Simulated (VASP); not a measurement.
Input:

```yaml
crystal:
  lattice:
    - [1.70500, -2.95315, 0.00000]
    - [1.70500, 2.95315, 0.00000]
    - [0.00000, 0.00000, 5.70000]
  atoms:
    - { symbol: Ti, position: [0.00000, 0.00000, 0.00000] }
    - { symbol: S, position: [0.33333, 0.66667, 0.25000] }
    - { symbol: S, position: [0.66667, 0.33333, 0.75000] }
```

Calculation: PBE GGA + U (Dudarev), VASP's PBE PAW potentials (set 64) (plane waves; VASP 6.6.1). Settings: 400 eV cut-off, 9×9×5 Γ-centred mesh, first-order Methfessel-Paxton smearing of 0.10 eV, potentials Ti_sv S, U − J: Ti 5.00 eV.

Question: Estimate the energy per atom (σ→0), pressure.

Answer: 
```yaml
energy per atom (σ→0): -5528 meV/atom
pressure: 5.11 GPa
```

Total energies compare only between runs with the same potentials, cut-off and functional.

The compound is TiS2 in the 1T layered structure. The cell was not relaxed at this level. The run is one of a series of settings (LDAU = .TRUE., LDAUJ = 0 0, LDAUL = 2 -1, LDAUTYPE = 2, LDAUU = 5.0 0 against the base run), some of them coarse on purpose.
